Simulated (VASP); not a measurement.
Input of a VASP 6.6.1 run:

The input INCAR:

```
ALGO = Fast ; EDIFF = 1E-6
ENCUT = 520 ; GGA = PE
ISIF = 2 ; ISMEAR = 0
IVDW = 2 ; LASPH = True
LCHARG = False ; LORBIT = 11
LREAL = False ; LWAVE = False
NELM = 60 ; PREC = Accurate
SIGMA = 0.01
```

KPOINTS

```
k-points
0
Gamma
  1 1 1
```

POSCAR

```
BBrCl2
1.0
   11.0000000000      0.0000000000      0.0000000000
    0.0000000000     12.0000000000      0.0000000000
    0.0000000000      0.0000000000     12.0000000000
Cl B Br
2 1 1
Direct
    0.5734636400      0.5859208300      0.6152666700
    0.5609363600      0.3904875000      0.4589000000
    0.5239272700      0.5272458300      0.4912083300
    0.4289000000      0.6130125000      0.3904000000
```

Potentials or basis: VASP PAW PBE potentials, release 64 (Cl, B, Br).

Command:

```bash
$ cat potpaw_PBE.64/Cl/POTCAR potpaw_PBE.64/B/POTCAR potpaw_PBE.64/Br/POTCAR > POTCAR
$ mpirun -np 1 vasp_gam > vasp.out
```

(1) What does it give for the Hirshfeld charges?

(2) Predict the dispersion energy per atom.

(3) What does it give for the largest force?

(4) Predict the gap between the frontier levels.

## Answers

(1) Cl -0.04; B +0.11; Br -0.03 e.

(2) -0.002 eV.

(3) 0.276 eV/Å.

(4) 4.55 eV.
